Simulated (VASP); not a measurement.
# BaSi$_{2}$ (relaxed from the C54 structure, space group Fddd): computed properties

Level of theory: PBEsol GGA, VASP's PBE PAW potentials (set 64) (plane waves; VASP 6.6.1).

- space group = Fddd (70)
- cell = a = 6.5822 Å, b = 8.8519 Å, c = 11.0263 Å, α = β = γ = 90.00°
- volume per atom = 26.77 Å^3/atom
- band gap (over mesh and band path) = none (metal, semimetal or under 0.01 eV)
- density = 4.00 g/cm³

```cif
data_Ba2Si4
_chemical_formula_sum 'Si4 Ba2'
_space_group_name_H-M_alt 'P 1'
_space_group_IT_number 1
_cell_length_a 7.06992
_cell_length_b 6.42078
_cell_length_c 5.51546
_cell_angle_alpha 72.190
_cell_angle_beta 59.844
_cell_angle_gamma 47.966
loop_
_space_group_symop_operation_xyz
  'x, y, z'
loop_
_atom_site_label
_atom_site_type_symbol
_atom_site_fract_x
_atom_site_fract_y
_atom_site_fract_z
_atom_site_occupancy
Si1 Si 0.62685 0.37315 0.62685 1
Si2 Si 0.37315 0.62685 0.37315 1
Si3 Si 0.62315 0.87685 0.62315 1
Si4 Si 0.87685 0.62315 0.87685 1
Ba1 Ba 0.00000 0.00000 0.00000 1
Ba2 Ba 0.25000 0.25000 0.25000 1
```

Unless said otherwise, spin-orbit coupling is left out, though it shifts the bands of the heavy elements here.

The structure was generated: BaSi2 was put into the C54 type (Fddd), which need not be its known phase. It was relaxed first. Symmetry was kept, so distortions that lower it aren't found.
